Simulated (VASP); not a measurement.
Given:

```
AuPd3
1.0
    3.92034     0.00000     0.00000
    0.00000     3.92034     0.00000
    0.00000     0.00000     3.92034
Pd Au
3 1
Direct
  0.00000   0.00000   0.00000
  0.50000   0.50000   0.00000
  0.50000   0.00000   0.50000
  0.00000   0.50000   0.50000
```

All values below come from PBEsol GGA, VASP's PBE PAW potentials (set 64) (plane waves; VASP). Settings: 400 eV cut-off, Gaussian smearing of 0.050 eV, potentials Pd Au.

Task: Give the energies of bands 10 to 23 at the high-symmetry points, in eV from the Fermi level.

Result: 
```csv
band,Γ,X,M,R
10,-3.12,-3.40,-3.24,-2.81
11,-1.53,-3.11,-3.12,-2.81
12,-1.53,-1.93,-3.12,-2.81
13,-0.28,-1.93,-3.00,-0.31
14,-0.28,-1.90,-1.83,-0.31
15,-0.05,-1.52,-1.83,-0.31
16,-0.05,-1.52,-1.82,-0.29
17,-0.05,-1.49,-1.67,-0.29
18,-0.01,-1.29,-1.67,0.01
19,0.31,-1.09,-1.24,0.01
20,0.31,-0.62,-1.23,0.01
21,0.31,-0.06,1.38,0.42
22,2.80,0.31,2.10,0.42
23,2.80,8.14,2.10,0.42
```

It has no gap at this level: it comes out as a metal or semimetal.

The structure was generated: AuPd3 was put into an ordered model structure (Pm-3m), which need not be its known phase. It was relaxed first. The electron count is odd and the run is not spin-polarised, which forces a metal.
